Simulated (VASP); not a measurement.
Method: HSE06 screened hybrid, VASP's PBE PAW potentials (set 64) (plane waves; VASP). For the first row: Settings: 520 eV cut-off, 6×6×6 Γ-centred mesh, Gaussian smearing of 0.050 eV, potentials Na_pv I.

| system | energy (eV/atom) |
|---|---|
| NaI (rock salt) | -3.1382 |
| Na atom | -0.3692 |
| I atom | -0.8851 |

Atoms are spin-polarised in a large box without symmetry, with the spin fixed by Hund's rule, and may not be in the lowest state of each functional; no zero-point energy is added.  Spin-orbit coupling is left out, which shifts such energies by up to tenths of an eV for the heavy elements here.

Problem. What is the cohesive energy per atom of NaI?

Solution. The references average (1×(-0.3692) + 1×(-0.8851))/2 = -0.6271 eV, so the cohesive energy is -0.6271 − (-3.1382) = 2.511 eV/atom.

The cell's shape comes from a PBE relaxation.
